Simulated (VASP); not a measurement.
A run of VASP 6.6.1 is set up as follows.

Contents of INCAR:

```
SYSTEM = AlB2C2
  PREC = Accurate
  ENCUT = 600
  EDIFF = 1E-7
  ISMEAR = 0
  SIGMA = 0.1
  LREAL = .False.
  LASPH = .True.
  NELM = 100
  ALGO = Normal
  ISIF = 3
  LWAVE = .False.
  LCHARG = .False.
  GGA = PE
  IBRION = 2
  NSW = 90
  EDIFFG = -0.04
```

The input KPOINTS:

```
regular mesh
0
Gamma
  6 6 6
  0 0 0
```

POSCAR

```
AlB2C2
1.0
    5.3827268008      0.0000000000      0.0000000000
   -2.6913634004      4.6615781511      0.0000000000
    0.0000000000      0.0000000000      2.8005235953
Al B C
1 2 2
Direct
    0.0000000000      0.0000000000      0.5000000000
    0.3333333333      0.6666666667      0.5000000000
    0.6666666667      0.3333333333      0.5000000000
    0.3333333333      0.6666666667      0.0000000000
    0.6666666667      0.3333333333      0.0000000000
```

Potentials or basis: VASP PAW PBE potentials, release 64 (Al, B, C).

Launch:

```sh
$ cat potpaw_PBE.64/Al/POTCAR potpaw_PBE.64/B/POTCAR potpaw_PBE.64/C/POTCAR > POTCAR
$ mpirun -np 1 vasp_std > vasp.out
```

Q: What does it give for the relaxed volume?

A: 13.27 Å³/atom.

Q: Predict the band gap on the k mesh.

A: None (metal or under the smearing width).

Q: Predict the relaxed cell.

A: a = 5.227 Å, b = 5.227 Å, c = 2.804 Å, α = 90.00°, β = 90.00°, γ = 120.00°.

Q: Predict the space group after relaxing (to 0.05 Å).

A: P6/mmm (No. 191).

Step by step:
```
step  energy change (eV)  largest force (eV/Å)  pressure (GPa)  volume (Å³)
   1              0.0000                0.0000           -0.47        70.27
   2             -0.0035                0.0000           -1.50        69.85
   3             -0.0035                0.0000           -1.59        69.81
   4             -0.0053                0.0000           -1.52        69.54
   5             -0.0104                0.0000           -1.31        68.75
   6             -0.0178                0.0000           -0.77        67.16
   7             -0.0151                0.0000            0.32        64.06
   8             -0.0170                0.0000            0.06        65.05
   9             -0.0188                0.0000           -0.32        66.10
  10             -0.0188                0.0000           -0.48        66.49
  11             -0.0189                0.0000           -0.42        66.33
  12             -0.0192                0.0000            0.12        66.37
  13             -0.0193                0.0000           -0.03        66.36
```

Caveat: the k mesh is coarse (spacing up to 0.37 Å⁻¹), so the values aren't converged.
